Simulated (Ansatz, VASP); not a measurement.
**SnTe in two plane-wave programs**

Aim: how closely do two programs agree when they are given the same cell, functional and k mesh? The cell is taken from a series of runs on this material, whose earlier steps may have relaxed, scaled, displaced or heated it; both programs get it as it stands.

Calculated with Ansatz 0.2.0; plane waves, with VASP 6.6.1 beside it; relaxation of cell and atoms at PBE and elastic constants at PBE.

## (1) Set-up

Symmetry: Fm-3m, No. 225, cubic system. Conventional cell: a = 6.413 Å, b = 6.413 Å, c = 6.413 Å, α = 90.00°, β = 90.00°, γ = 90.00°. Nearest to Sn lie 6 Te at 3.21 Å. Nearest to Te lie 6 Sn at 3.21 Å. Farther neighbours and most contacts between anions are not listed.

Coordinates:

```cif
data_structure
_symmetry_space_group_name_H-M 'Fm-3m'
_symmetry_Int_Tables_number 225
_cell_length_a 6.4126
_cell_length_b 6.4126
_cell_length_c 6.4126
_cell_angle_alpha 90.000
_cell_angle_beta 90.000
_cell_angle_gamma 90.000
_cell_volume 263.70
loop_
_atom_site_label
_atom_site_type_symbol
_atom_site_symmetry_multiplicity
_atom_site_Wyckoff_symbol
_atom_site_fract_x
_atom_site_fract_y
_atom_site_fract_z
_atom_site_occupancy
Sn1 Sn 4 a 0.00000 0.00000 0.00000 1
Te1 Te 4 b 0.50000 0.00000 0.00000 1
```

## (2) VASP: relaxation of cell and atoms, PBE

The relaxed volume is the usual yardstick between codes: in a stiff, nearly cubic crystal its relative difference is about their pressure difference at one cell divided by the bulk modulus.

Lines of VASP's logs that name or quote its potential files are left out, and so is its time.

INCAR

```
SYSTEM = SnTe
PREC = Accurate
ENCUT = 500
EDIFF = 1E-07
NELM = 120
ISMEAR = 0
SIGMA = 0.01
LREAL = .FALSE.
ALGO = Normal
GGA = PE
NBANDS = 16
LORBIT = 11
LWAVE = .FALSE.
LCHARG = .FALSE.
ISIF = 3
IBRION = 2
NSW = 80
EDIFFG = -0.005
LASPH = .TRUE.
GGA_COMPAT = .FALSE.
NELMIN = 4
KPAR = 2
```

POSCAR

```
SnTe
1.0
    0.0000000000      3.2063150000      3.2063150000
    3.2063150000      0.0000000000      3.2063150000
    3.2063150000      3.2063150000      0.0000000000
Sn Te
1 1
Direct
    0.0000000000      0.0000000000      0.0000000000
    0.5000000000      0.5000000000      0.5000000000
```

KPOINTS

```
Automatic mesh
0
Gamma
12 12 12
0 0 0
```

PAW data sets: Sn_d and Te (PBE family, release 64).

On the command line:

```
$ mpirun -np 2 vasp_std
```

Numbers of over 12 decimals in the logs are rounded to 6 here.

Log:

```text
[banner, memory and clock lines left out]
running    2 mpi-ranks, on    1 nodes
 distrk:  each k-point on    1 cores,    2 groups
 distr:  one band on    1 cores,    1 groups

 POSCAR found type information on POSCAR SnTe
 POSCAR found :  2 types and       2 ions
 LDA part: xc-table for (Slater+PW92), standard interpolation
 POSCAR, INCAR and KPOINTS ok, starting setup
 FFT: planning ... GRIDC
 FFT: planning ... GRID_SOFT
 FFT: planning ... GRID
 WAVECAR not read
 entering main loop
       N       E                     dE             d eps       ncg     rms          rms(c)
DAV:   1     0.120680573228E+03    0.12068E+03   -0.94464E+03  2320   0.137E+03
DAV:   2     0.239067003990E+01   -0.11829E+03   -0.11556E+03  2512   0.338E+02
DAV:   3    -0.736024228103E+01   -0.97509E+01   -0.97292E+01  3016   0.868E+01
DAV:   4    -0.762059954729E+01   -0.26036E+00   -0.26032E+00  2728   0.155E+01
DAV:   5    -0.763202983028E+01   -0.11430E-01   -0.11430E-01  3504   0.295E+00    0.399E+00
DAV:   6    -0.756330882730E+01    0.68721E-01   -0.17225E-01  2984   0.268E+00    0.249E+00
DAV:   7    -0.756436872588E+01   -0.10599E-02   -0.56361E-02  2840   0.115E+00    0.862E-01
DAV:   8    -0.756529369111E+01   -0.92497E-03   -0.71784E-03  2848   0.708E-01    0.149E-01
DAV:   9    -0.756535812423E+01   -0.64433E-04   -0.72294E-04  3264   0.252E-01    0.424E-02
DAV:  10    -0.756537692705E+01   -0.18803E-04   -0.10728E-04  2824   0.801E-02    0.216E-02
DAV:  11    -0.756538470417E+01   -0.77771E-05   -0.31685E-05  2872   0.402E-02    0.197E-02
DAV:  12    -0.756538471630E+01   -0.12130E-07   -0.15226E-06  2904   0.797E-03    0.109E-02
DAV:  13    -0.756538417369E+01    0.54260E-06   -0.35188E-07  2936   0.403E-03    0.369E-03
DAV:  14    -0.756538414820E+01    0.25499E-07   -0.29079E-07  2192   0.516E-03
   1 F= -.75653841E+01 E0= -.75653841E+01  d E =-.756538E+01
 curvature:   0.00 expect dE= 0.000E+00 dE for cont linesearch  0.000E+00
 trial: gam= 0.00000 g(F)=  0.588E-62 g(S)=  0.532E-04 ort = 0.000E+00 (trialstep = 0.100E+01)
 search vector abs. value=  0.532E-04
 bond charge predicted
       N       E                     dE             d eps       ncg     rms          rms(c)
DAV:   1    -0.756604066790E+01   -0.65649E-03   -0.13665E-02  2928   0.169E+00    0.142E-01
DAV:   2    -0.756553125876E+01    0.50941E-03   -0.82198E-04  2944   0.429E-01    0.618E-02
DAV:   3    -0.756540891996E+01    0.12234E-03   -0.36425E-04  3008   0.264E-01    0.128E-02
DAV:   4    -0.756540773338E+01    0.11866E-05   -0.10190E-05  2584   0.308E-02    0.117E-02
DAV:   5    -0.756540780967E+01   -0.76287E-07   -0.16364E-06  3208   0.955E-03    0.245E-03
DAV:   6    -0.756540787256E+01   -0.62895E-07   -0.12895E-07  2040   0.554E-03
   2 F= -.75654079E+01 E0= -.75654078E+01  d E =-.237244E-04
 trial-energy change:   -0.000024  1 .order   -0.000022   -0.000053    0.000009
 step:   0.8712(harm=  0.8528)  dis= 0.00000  next Energy=    -7.565408 (dE=-0.243E-04)
 reached required accuracy - stopping structural energy minimisation
```

From OUTCAR (step 2):

```text
ion  position               nearest neighbor table
   1  0.000  0.000  0.000-   2 3.21   2 3.21   2 3.21   2 3.21   2 3.21   2 3.21
   2  0.500  0.500  0.500-   1 3.21   1 3.21   1 3.21   1 3.21   1 3.21   1 3.21

  LATTYP: Found a face centered cubic cell.
 ALAT       =     6.4126300000

 Subroutine GETGRP returns: Found 48 space group operations
 (whereof 48 operations were pure point group operations)

The static configuration has the point symmetry O_h .

 Found     72 irreducible k-points:

   k-points           NKPTS =     72   k-points in BZ     NKDIM =     72   number of bands    NBANDS=     16

   dimension x,y,z NGX =    36 NGY =   36 NGZ =   36
   dimension x,y,z NGXF=    72 NGYF=   72 NGZF=   72

   ENCUT  =  500.0 eV  36.75 Ry    6.06 a.u.   8.27  8.27  8.27*2*pi/ulx,y,z

   NELECT =      20.0000    total number of electrons

 k-points in reciprocal lattice and weights: Automatic mesh
   0.00000000  0.00000000  0.00000000       0.001
   0.08333333  0.00000000  0.00000000       0.005
   0.16666667  0.00000000  0.00000000       0.005
   0.25000000  0.00000000  0.00000000       0.005
   0.33333333  0.00000000  0.00000000       0.005
   0.41666667  0.00000000  0.00000000       0.005
   0.50000000  0.00000000  0.00000000       0.002
   0.08333333  0.08333333  0.00000000       0.003
   0.16666667  0.08333333  0.00000000       0.014
[...]
-0.33333333  0.50000000  0.16666667       0.007
  -0.25000000  0.50000000  0.25000000       0.003

 average (electrostatic) potential at core
       1-101.1958       2 -88.2876

 E-fermi :   6.3612

 k-point     1 :       0.0000    0.0000    0.0000
  band No.  band energies     occupation
    ...
      6      -6.0981      2.00000
      7       1.4721      2.00000
      8       4.3334      2.00000
      9       4.3334      2.00000
     10       4.3334      2.00000
     11       9.5827      0.00000
     12       9.5827      0.00000
     13       9.5827      0.00000
     14      11.1828      0.00000
     15      11.1828      0.00000
    ...

 k-point     2 :       0.0833    0.0000    0.0000
  band No.  band energies     occupation
    ...
      6      -6.0436      2.00000
      7       1.1866      2.00000
      8       4.3433      2.00000
      9       4.3433      2.00000
     10       4.5348      2.00000
     11       9.2690      0.00000
     12       9.2690      0.00000
     13       9.2753      0.00000
     14      11.1335      0.00000
     15      11.3226      0.00000
    ...

 k-point     3 :       0.1667    0.0000    0.0000
  band No.  band energies     occupation
    ...
      6      -5.8846      2.00000
      7       0.5280      2.00000
      8       4.3763      2.00000
      9       4.3763      2.00000
     10       4.9482      2.00000
     11       8.6125      0.00000
     12       8.6125      0.00000
     13       8.6250      0.00000
     14      11.1767      0.00000
     15      11.7174      0.00000
    ...

  Total        0.0046801      0.0046801      0.0046801      0.0000000     -0.0000000     -0.0000000
  in kB        0.1139655      0.1139655      0.1139655      0.0000000     -0.0000000     -0.0000000
  external PRESSURE =       0.1139655 kB  Pullay stress =       0.0000000 kB

  energy-cutoff  :      500.00
  volume of cell :       65.80
      direct lattice vectors                 reciprocal lattice vectors
     0.000000000  3.204217669  3.204217669    -0.156044330  0.156044330  0.156044330
     3.204217669  0.000000000  3.204217669     0.156044330 -0.156044330  0.156044330
     3.204217669  3.204217669  0.000000000     0.156044330  0.156044330 -0.156044330

 POSITION                                       TOTAL-FORCE (eV/Angst)
 -----------------------------------------------------------------------------------
      3.20422      0.00000      3.20422        -0.000000      0.000000     -0.000000
      3.20422      3.20422      3.20422         0.000000     -0.000000      0.000000
 -----------------------------------------------------------------------------------
    total drift:                                0.000000      0.000000      0.000000

  FREE ENERGIE OF THE ION-ELECTRON SYSTEM (eV)
  ---------------------------------------------------
  free  energy   TOTEN  =        -7.5654078726 eV

  energy  without entropy=       -7.5654078166  energy(sigma->0) =       -7.56540784

 reached required accuracy - stopping structural energy minimisation

 total charge
# of ion       s       p       d       tot
------------------------------------------
    1        1.376   0.698   9.977  12.052
    2        1.380   1.960   0.025   3.365
--------------------------------------------------
tot          2.757   2.657  10.002  15.416

[... 3 further parts left out ...]
```

CONTCAR:

```
SnTe
   1.00000000000000
     0.0000000000000000    3.2042176689953186    3.2042176689953186
     3.2042176689953186    0.0000000000000000    3.2042176689953186
     3.2042176689953186    3.2042176689953186    0.0000000000000000
  Sn              Te
     1     1
Direct
     0.0000000000000000    1.0000000000000000    0.0000000000000000
     0.5000000000000000    0.5000000000000000    0.5000000000000000
```

## (3) Ansatz: relaxation of cell and atoms, PBE

Ansatz runs on its default PAW (the set named soft_2) files.

The same cell, functional, mesh and smearing now go to Ansatz, which takes its cutoff from its data sets.

input.yaml

```yaml
crystal:
  lattice:
    - [0.0, 3.2063147759, 3.2063147759]
    - [3.2063147759, 0.0, 3.2063147759]
    - [3.2063147759, 3.2063147759, 0.0]
  atoms:
    - { symbol: Sn, position: [0.0, 0.0, 0.0] }
    - { symbol: Te, position: [0.5, 0.5, 0.5] }
kpoints:
  mp_grid: { grid: [12, 12, 12] }
hamiltonian:
  xc: pbe
scf:
  occupations: { method: gaussian, width: 0.01 }
output:
  forces: true
  stress: true
  eigenvalues: true
relax:
  adjacent_minimum: "off"
  f_tol: 0.001
  max_steps: 60
  cell: { stress_tol: 0.01 }
```

On the command line:

```
$ ansatz run input.yaml --threads 8 --pin off --max-ram 14336MiB --backend cpu --events-out ev --progress --plain --runs-dir out
```

Log:

```text
Engine: ansatz 0.2.0, aarch64-unknown-linux-gnu
Pseudopotentials: kind: paw
Pseudopotential: Sn, paw, valence charge 14, recommended cutoff 420 eV (normal), Sn.paw.azcp
Pseudopotential: Te, paw, valence charge 16, recommended cutoff 420 eV (normal), Te.paw.azcp
Functional definition: PBE
  parameter kappa = 0.804
  parameter beta = 0.066725
  exchange = pbe_x(kappa = kappa, mu = beta*pi^2/3)
  correlation = pbe_c(beta = beta)
Crystal: 2 atoms, lattice volume = 65.925 Å³
Basis set: ecut = 420 eV, 1243 PW (Γ), exchange–correlation on 64×64×64 points (8 copies of the dense FFT grid, shifted against one another)
Bands: 19, of which v1, the nominal top of the filled ones, is band 15 counted from 1 (14 counted from 0)
Symmetry: 48 space group operations
Space group: Fm-3m (ITA 225), of the structure as read, at distance tolerance 4.0e-5 Å
k-points: 72 of 1728
Non-local potential: Sn, projectors of the file, l = 0: 2, l = 1: 2, l = 2: 2, l = 3: 2
Non-local potential: Te, projectors of the file, l = 0: 2, l = 1: 2, l = 2: 2, l = 3: 2
PAW form: soft (Blöchl's): semilocal exchange-correlation on the pseudo side does not see the compensation charge
PAW one-centre angular grid: Sn, 590 points (default); XC on 64 Gauss nodes
PAW one-centre angular grid: Te, 590 points (default); XC on 64 Gauss nodes
Initial density: superposition of atomic densities (neutral atoms: chi_scale 0, normalization atom), corrected by the library's trained network
Initial wavefunctions: pseudopotential atomic-orbital guess
Functional: x = pbe(κ = 0.804, μ = 0.219515), c = pbe(β = 0.066725)
SCF iter   1: F=—  HF=-13004.748322 eV  |F-HF|=—  |Δ(HF+E_count)|=         —  Δρ=5.39e-4  dr2=1.30e-4  ethr=1.77e-3  ⟨swp⟩=6.6  Hψ=7331  notcnv=0
preconditioner: auto → none  [insulator: Δε(μ)=0.056 eV  Ē_g=8.422 eV  σ=0.010 eV  W_gap=1.00  n_scr=14 (ndim 8)  ℏωp=14.5 eV  f_vac=0.013  D(μ)=0.00/eV (n_scr^D=0)  ε∞_Penn≈3.9]
SCF iter   2: F=—  HF=-13004.746782 eV  |F-HF|=—  |Δ(HF+E_count)|=   1.54e-3  Δρ=3.96e-4  dr2=6.79e-5  ethr=4.34e-7  ⟨swp⟩=3.0  Hψ=3886  notcnv=0
SCF iter   3: F=—  HF=-13004.746783 eV  |F-HF|=—  |Δ(HF+E_count)|=   1.45e-6  Δρ=2.16e-4  dr2=1.57e-5  ethr=2.26e-7  ⟨swp⟩=2.4  Hψ=2333  notcnv=0
SCF iter   4: F=—  HF=-13004.746816 eV  |F-HF|=—  |Δ(HF+E_count)|=   3.22e-5  Δρ=9.15e-5  dr2=5.04e-6  ethr=5.24e-8  ⟨swp⟩=2.0  Hψ=2660  notcnv=0
SCF iter   5: F=—  HF=-13004.746813 eV  |F-HF|=—  |Δ(HF+E_count)|=   2.35e-6  Δρ=5.82e-5  dr2=2.08e-6  ethr=1.68e-8  ⟨swp⟩=2.1  Hψ=2054  notcnv=0
SCF iter   6: F=—  HF=-13004.746812 eV  |F-HF|=—  |Δ(HF+E_count)|=   1.48e-6  Δρ=1.91e-5  dr2=2.10e-7  ethr=6.92e-9  ⟨swp⟩=2.0  Hψ=2442  notcnv=0
SCF iter   7: F=-13004.746812 eV  HF=-13004.746812 eV  |F-HF|=5.23e-8  |Δ(HF+E_count)|=   1.44e-7  Δρ=7.55e-6  dr2=3.32e-8  ethr=3.33e-10  ⟨swp⟩=4.8  Hψ=4731  notcnv=0
SCF 1 converged in 7 iterations: F = -13004.746812 eV  dr2 = 3.32e-8
  greatest PAW one-centre occupation: 0.998 electrons in one spin orbital (limit 2), on the Te atom at site 1 (counted from 0), in its partial waves of l = 2
relax step   1: F+E_penalty+E_count = -13004.74681152 eV  Δ(F+E_penalty+E_count) = +0.000e0 eV  max|allowed force component| = 5.785e-29 eV/Å  Δτ_max = 0.0000 Å  P = -0.048 GPa  Ω = 65.925 Å³  (7 SCF iters, dr2 threshold 1.00e-7 eV, accepted)
[...]
relax step   2: F+E_penalty+E_count = -13004.74683748 eV  Δ(F+E_penalty+E_count) = -2.595e-5 eV  max|allowed force component| = 3.386e-30 eV/Å  Δτ_max = 0.0000 Å  P = +0.010 GPa  Ω = 65.831 Å³  energy of the carried Pulay correction = +1.483e-5 eV  (4 SCF iters, dr2 threshold 5.70e-9 eV, accepted)
[...]
relax step   3: F+E_penalty+E_count = -13004.74681974 eV  Δ(F+E_penalty+E_count) = +1.773e-5 eV  max|allowed force component| = 5.588e-30 eV/Å  Δτ_max = 0.0000 Å  P = +0.010 GPa  Ω = 65.831 Å³  stress off target by 9.70e-3 GPa  SCF on the basis re-selected at this cell (its energy is not comparable with the rows above)  (5 SCF iters)
basis re-selected at this cell: Δ(F+E_penalty+E_count) = +1.773e-5 eV, ΔP = +0.000 GPa vs the last step (what re-selecting the basis moved, of the pressure what is left beyond the Pulay correction that the steps carried, after the strain that the cell walked since its last selection, with what the two solves' SCF thresholds leave and, on support functions, any second-order correction that the steps lacked; it is no m [...]
SCF converged after 5 iterations
Free energy (F): -13004.746820 eV
Harris-Foulkes:  -13004.746820 eV  (|F-HF|=1.82e-12)
Internal energy: -13004.746820 eV  (E = F + TS)
E sigma→0 (E₀):  -13004.746820 eV
Entropy (-TS):   -0.000000 eV (-0.000 meV/atom)
Fermi energy:    8.952165 eV
--- Per-component energies (eV) ---
  E_band       = -372.756955
  E_kinetic    = 364.918678
  E_local      = -2231.021250  (includes V_loc(G=0)·N_el)
  E_nonlocal   = -343.132889
  E_hartree    = 1383.336482
  E_xc         = -507.217897
  E_vxc        = -200.233923  (∫ρ·V_xc dr)
  E_paw        = -8795.388177  (= ΣΔE_a)
  E_vpaw       = -729.960301  (= ΣTr[D̂ρ^β])
  E_aug_tail   = -0.000204  (compensation charges beyond the density's cutoff)
  E_ewald      = -2876.241563
  E_smearing   = -0.000000  (= −TS)
  E_closure    = 0.000000  (closes the sum)
  Σ components = -13004.746820   (vs F -13004.746820, Δ=0.00e0)
--- Forces (eV/Å), atoms counted from 1 ---
  atom   1  Sn    -0.00000000    -0.00000000    -0.00000000
  atom   2  Te     0.00000000     0.00000000     0.00000000
  max |Σ_I F_I| component: 9.86e-30 eV/Å
--- Stress (GPa, compression-positive) ---
        0.009696      -0.000000      -0.000000
       -0.000000       0.009696      -0.000000
       -0.000000      -0.000000       0.009696
  P = ⅓ Tr σ = 0.0097 GPa (0.097 kbar)
--- Band table (eV; the first three rows and the last of 72) ---
  k-point 0: bands = [... 11 lower, 4.0590, 6.9250, 6.9250, 6.9250, 12.1735, 12.1735, 12.1735, 13.7957]
  k-point 1: bands = [... 11 lower, 3.7743, 6.9348, 6.9348, 7.1257, 11.8612, 11.8612, 11.8668, 13.7425]
  k-point 2: bands = [... 11 lower, 3.1174, 6.9677, 6.9677, 7.5382, 11.2059, 11.2059, 11.2170, 13.7814]
  k-point 71: bands = [... 11 lower, 1.7230, 4.4184, 4.4184, 8.1120, 9.7832, 13.5240, 13.5240, 14.8107]
--- Relaxed structure (2 steps of the walk, 2 accepted, 1 SCFs on fresh bases) ---
  F+E_penalty+E_count = -13004.74681974 eV   max|allowed force component| = 5.588e-30 eV/Å   (the final SCF, on the basis selected at the relaxed cell)
  cell:  # Å, volume = 65.8314 Å³
    - [0, 3.204801, 3.204801]
    - [3.204801, 0, 3.204801]
    - [3.204801, 3.204801, 0]
  atoms:
    - { symbol: Sn, position: [0, 0, 0] }
    - { symbol: Te, position: [0.5, 0.5, 0.5] }
```

## (4) Comparison

Known differences besides the potentials themselves: the data sets hold 30 valence electrons in Ansatz (on its default PAW (the set named soft_2) files) and 20 in VASP; the cutoff is 420 eV in Ansatz and 500 eV in VASP; Ansatz adds a Pulay correction to the stress that steers its cell, VASP none. Total energies have different zeros and are not compared.

Compared:

| quantity | Ansatz | VASP | difference |
| --- | --- | --- | --- |
| volume (Å³) | 65.83 | 65.80 | +0.05 % |
| edge a after relaxation, in the typed setting (Å) | 4.532 | 4.531 | +0.02 % |

(Continued in part 2 of 2.)

[Lines on the potential files, build, host, timing and source positions are cut from VASP's logs without a mark.]

[Logs are printed without paths, hosts, clocks, repeated set-up lines and the standing remarks that a program may print on its own settings, such as how far it seeks lower states.]

[Hosts, paths, dates, database ids (printed as entryN), source tags and the programs' standing remarks are cut or masked in the printed files.]
